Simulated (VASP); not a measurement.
An input for Quantum ESPRESSO's pw.x (written as the equivalent of a VASP run, and not itself run):

```
&CONTROL
  calculation = 'vc-relax'
  pseudo_dir = './pseudo'
  outdir = './out'
  tprnfor = .true.
  tstress = .true.
  nstep = 40
  forc_conv_thr = 0.00078
/
&SYSTEM
  ibrav = 0
  nat = 2
  ntyp = 2
  ecutwfc = 78
  occupations = 'smearing'
  smearing = 'methfessel-paxton'
  degauss = 0.00735
  input_dft = 'pbesol'
/
&ELECTRONS
  conv_thr = 7.3e-08
  electron_maxstep = 100
/
&IONS
/
&CELL
  press = 100
/
ATOMIC_SPECIES
  Ge 72.630 Ge.upf
  Sn 118.710 Sn.upf
CELL_PARAMETERS angstrom
     3.4612796    0.0000000    0.0000000
     0.0000000    3.4612796    0.0000000
    -0.0000000   -0.0000000    3.4612796
ATOMIC_POSITIONS crystal
  Ge   0.0000000  0.0000000  0.0000000
  Sn   0.5000000  0.5000000  0.5000000
K_POINTS automatic
  11 11 11 0 0 0
```

Task: Translate this input to VASP (INCAR, KPOINTS, POSCAR, choice of POTCAR).

Result: Several could match; the one computed here: 
INCAR:
```
ENCUT=500
LWAVE=F
EDIFFG=-0.02   # ionic stop
SIGMA=0.1   # width (eV)
ISIF=3   # ions, shape and volume
NSW=40   # most ionic steps
EDIFF=1E-6   # SCF stop (eV)
LMAXMIX=4
LREAL=F   # projection in real space or not
LCHARG=F
PREC=Accurate
IBRION=2
SYSTEM=GeSn
NELM=100   # most electronic steps
LASPH=T   # aspherical one-centre terms
ISMEAR=1   # Methfessel-Paxton
GGA=PS   # PBEsol
PSTRESS=100   # kbar
ALGO=Normal   # blocked Davidson
```

### KPOINTS
```
Automatic
0
Gamma
  11 11 11
```

POSCAR:
```
GeSn
1.0
  3.4612796262   0.0000000000   0.0000000000
  0.0000000000   3.4612796262   0.0000000000
  0.0000000000   0.0000000000   3.4612796262
Ge Sn
1 1
Cart
  0.0000000000   0.0000000000   0.0000000000
  1.7306398131   1.7306398131   1.7306398131
```

POTCAR, in this order: Ge_d Sn_d (PBE.64 set). Program: vasp_std.

The two are equivalent in intent, not identical: the potentials are each code's own (VASP's PAW set, PseudoDojo norm-conserving files in pw.x), so ENCUT and ecutwfc are chosen apart and not converted; conv_thr bounds pw.x's estimated SCF error, while EDIFF bounds the energy change between steps; forc_conv_thr acts on force components and is met together with etot_conv_thr.

The structure was generated: GeSn was put into the CsCl type type (Pm-3m), which need not be its known phase. This run relaxes it under an external pressure of 10 GPa. Symmetry was kept, so distortions that lower it aren't found.
